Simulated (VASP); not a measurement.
Consider the following.

```
CELL_PARAMETERS angstrom
      4.69327    -8.12898     0.00000
      4.69327     8.12898     0.00000
      0.00000     0.00000    10.01920
ATOMIC_POSITIONS crystal
  Al 0.22192 0.11092 0.24979
  Al 0.10967 0.22097 0.00000
  Al 0.22217 0.11132 0.75013
  Al 0.11255 0.22177 0.50170
  Al 0.22307 0.44475 0.24514
  Al 0.10970 0.55507 0.99996
  Al 0.22446 0.44538 0.75125
  Al 0.11257 0.55719 0.50170
  Al 0.22198 0.77747 0.24976
  Al 0.11079 0.88855 0.00006
  Al 0.22218 0.77725 0.75008
  Al 0.11082 0.88856 0.50038
  Al 0.55436 0.11040 0.25056
  Al 0.44432 0.22103 0.99991
  Al 0.55525 0.11088 0.74967
  Al 0.44224 0.22186 0.50162
  Al 0.55474 0.44483 0.24502
  Al 0.44415 0.55530 0.98677
  Al 0.55400 0.44539 0.75118
  Al 0.55472 0.77634 0.24515
  Al 0.44431 0.88974 0.99993
  Al 0.55401 0.77499 0.75127
  Al 0.44225 0.88686 0.50166
  Al 0.88899 0.11043 0.25056
  Al 0.77746 0.22195 0.00008
  Al 0.88867 0.11087 0.74968
  Al 0.77750 0.22189 0.49962
  Al 0.88902 0.44500 0.25048
  Al 0.77844 0.55509 0.99988
  Al 0.88857 0.44410 0.74967
  Al 0.77773 0.55725 0.50162
  Al 0.88850 0.77750 0.24978
  Al 0.77850 0.88974 0.99993
  Al 0.88818 0.77727 0.75009
  Al 0.77767 0.88687 0.50167
  N  0.22148 0.10997 0.44167
  N  0.10996 0.21960 0.18995
  N  0.22166 0.11034 0.94085
  N  0.11065 0.22152 0.69180
  N  0.19591 0.43123 0.43145
  N  0.11001 0.55685 0.18995
  N  0.21550 0.44093 0.94448
  N  0.11060 0.55547 0.69184
  N  0.22159 0.77790 0.44160
  N  0.11082 0.88858 0.19155
  N  0.22171 0.77771 0.94081
  N  0.11085 0.88858 0.69146
  N  0.55488 0.11062 0.44188
  N  0.44258 0.21963 0.18988
  N  0.55571 0.11106 0.94070
  N  0.44394 0.22153 0.69175
  N  0.56834 0.43110 0.43126
  N  0.44414 0.55531 0.18509
  N  0.55848 0.44102 0.94441
  N  0.44420 0.55534 0.72377
  N  0.56830 0.80365 0.43131
  N  0.44262 0.88942 0.18992
  N  0.55851 0.78392 0.94449
  N  0.44399 0.88889 0.69181
  N  0.88880 0.11071 0.44182
  N  0.77744 0.22192 0.19207
  N  0.88833 0.11106 0.94069
  N  0.77744 0.22189 0.69089
  N  0.88879 0.44449 0.44185
  N  0.77992 0.55690 0.18985
  N  0.88837 0.44370 0.94070
  N  0.77791 0.55546 0.69180
  N  0.88941 0.77795 0.44162
  N  0.77987 0.88947 0.18989
  N  0.88908 0.77771 0.94081
  N  0.77793 0.88885 0.69180
```
Cell charge -1.

All values below come from HSE06 screened hybrid, VASP's PBE PAW potentials (set 64) (plane waves; VASP). Settings: PREC = Normal, LREAL = Auto, ISYM = 0, NELECT = 286.0, EDIFF = 1E-5, 400 eV cut-off, 1×1×1 Γ-centred mesh, Gaussian smearing of 0.050 eV, potentials Al N. Starting moments (MAGMOM): 71*0.0282. The cell's moment is fixed (NUPDOWN = 2).

The cell is charged, with a uniform compensating background. The supercell is sampled at Γ alone, which is coarse: total energies, pressure and levels can be off, energies of defects by several tenths of an eV.

**Question.** Predict the cell moment, energy per atom (σ→0).

**Answer.** 
```yaml
cell_moment: 2.00 μB
energy per atom (σ→0): -8.543 eV/atom
```

**Question.** Give the moment on each site (PAW-sphere projection).

**Answer.** 
| site | moment (μB) |
|---|---|
| Al1 | 0.00 |
| Al2 | 0.00 |
| Al3 | 0.00 |
| Al4 | -0.01 |
| Al5 | -0.01 |
| Al6 | 0.00 |
| Al7 | 0.00 |
| Al8 | -0.01 |
| Al9 | 0.00 |
| Al10 | 0.00 |
| Al11 | 0.00 |
| Al12 | 0.00 |
| Al13 | 0.00 |
| Al14 | 0.00 |
| Al15 | 0.00 |
| Al16 | -0.01 |
| Al17 | -0.01 |
| Al18 | 0.00 |
| Al19 | 0.00 |
| Al20 | -0.01 |
| Al21 | 0.00 |
| Al22 | 0.00 |
| Al23 | -0.01 |
| Al24 | 0.00 |
| Al25 | 0.00 |
| Al26 | 0.00 |
| Al27 | 0.00 |
| Al28 | 0.00 |
| Al29 | 0.00 |
| Al30 | 0.00 |
| Al31 | -0.01 |
| Al32 | 0.00 |
| Al33 | 0.00 |
| Al34 | 0.00 |
| Al35 | -0.01 |
| N36 | 0.00 |
| N37 | 0.00 |
| N38 | 0.00 |
| N39 | 0.00 |
| N40 | 0.41 |
| N41 | 0.00 |
| N42 | 0.00 |
| N43 | 0.00 |
| N44 | 0.00 |
| N45 | 0.00 |
| N46 | 0.00 |
| N47 | 0.00 |
| N48 | 0.06 |
| N49 | 0.00 |
| N50 | 0.00 |
| N51 | 0.00 |
| N52 | 0.41 |
| N53 | 0.01 |
| N54 | 0.00 |
| N55 | 0.00 |
| N56 | 0.41 |
| N57 | 0.00 |
| N58 | 0.00 |
| N59 | 0.00 |
| N60 | 0.06 |
| N61 | 0.00 |
| N62 | 0.00 |
| N63 | 0.00 |
| N64 | 0.06 |
| N65 | 0.00 |
| N66 | 0.00 |
| N67 | 0.00 |
| N68 | 0.00 |
| N69 | 0.00 |
| N70 | 0.00 |
| N71 | 0.00 |

Total energies compare only between runs with the same potentials, cut-off and functional.

The cell is a supercell with a defect, built from AlN (wurtzite): vac_Al, charge -1. The cell's shape comes from a PBE relaxation.
